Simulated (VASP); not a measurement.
A cell of TiB₂ (AlB2 type) near equilibrium:

```xyz
3
Lattice="1.5155 -2.6249 0.0000 1.5155 2.6249 0.0000 0.0000 0.0000 3.2282" Properties=species:S:1:pos:R:3 pbc="T T T"
Ti     0.0000     0.0000     0.0000
B      1.5155     0.8750     1.6141
B      1.5155    -0.8750     1.6141
```

Calculation: PBE GGA, VASP's PBE PAW potentials (set 64) (plane waves; VASP 6.6.1).

```json
[
 {"run": "as it is", "ΔE (meV/atom)": "0.0", "σxx": "0.22", "σyy": "0.22", "σzz": "-0.11", "largest shear component, with its sign (GPa)": "0.00", "largest force (eV/Å)": "0.000"},
 {"run": "after one change", "ΔE (meV/atom)": "26.7", "σxx": "18.78", "σyy": "18.78", "σzz": "14.84", "largest shear component, with its sign (GPa)": "0.00", "largest force (eV/Å)": "0.000"}
]
```
Stress is in GPa, positive when the cell is compressed.

**Question.** Which change was made?
(A) isotropic strain of -2.0 %
(B) biaxial strain of -2.0 % in the xz plane
(C) biaxial strain of +2.0 % in the yz plane with the ions relaxed
(D) atom 3 (B) moved by 0.100 Å along z

**Answer.** A, isotropic strain of -2.0 %

The compound is TiB2 in the AlB2 type structure.
